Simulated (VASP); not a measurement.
Input:

```yaml
crystal:
  lattice:
    - [3.02530, 0.00000, 0.00000]
    - [-1.51265, 2.61998, 0.00000]
    - [0.00000, 0.00000, 9.46513]
  atoms:
    - { symbol: Ag, position: [0.00000, 0.00000, 0.50000] }
    - { symbol: Ag, position: [0.66667, 0.33333, 0.26321] }
    - { symbol: Ag, position: [0.66667, 0.33333, 0.73679] }
    - { symbol: Sn, position: [0.00000, 0.00000, 0.00000] }
```

All values below come from PBEsol GGA, VASP's PBE PAW potentials (set 64) (plane waves; VASP). Run with 400 eV cut-off, Gaussian smearing of 0.050 eV, potentials Ag Sn_d.

Question: Give the energies of bands 14 to 27 at the high-symmetry points, in eV from the Fermi level.

Answer: 
```tsv
band	Γ	M	K	A	L	H
14	-4.71	-4.52	-4.67	-4.71	-4.24	-4.69
15	-4.54	-4.25	-4.58	-4.53	-4.20	-4.68
16	-4.54	-3.72	-3.96	-4.53	-3.70	-4.05
17	-4.43	-3.54	-3.87	-4.15	-3.54	-3.87
18	-4.14	-3.33	-3.60	-4.15	-3.35	-3.60
19	-4.14	-3.27	-3.42	-4.04	-3.27	-3.55
20	-3.64	-3.12	-3.23	-3.63	-3.13	-3.13
21	-3.64	-2.99	-2.79	-3.63	-2.99	-2.89
22	-3.20	-2.81	-2.00	-3.41	-2.83	-2.00
23	-3.20	-0.59	-1.87	-3.20	-0.85	-1.68
24	-1.61	0.28	1.65	-3.20	0.63	1.45
25	0.85	1.37	2.69	3.15	1.59	2.39
26	8.56	1.88	3.25	5.16	2.09	2.64
27	9.58	4.82	3.25	10.02	4.06	4.23
```

It has no gap at this level: it comes out as a metal or semimetal.

The structure comes from a computed database's Ag3Sn entry (P-6m2); how it stands against other phases isn't given here. It was relaxed first, which changed the volume by -8 %. The electron count is odd and the run is not spin-polarised, which forces a metal.
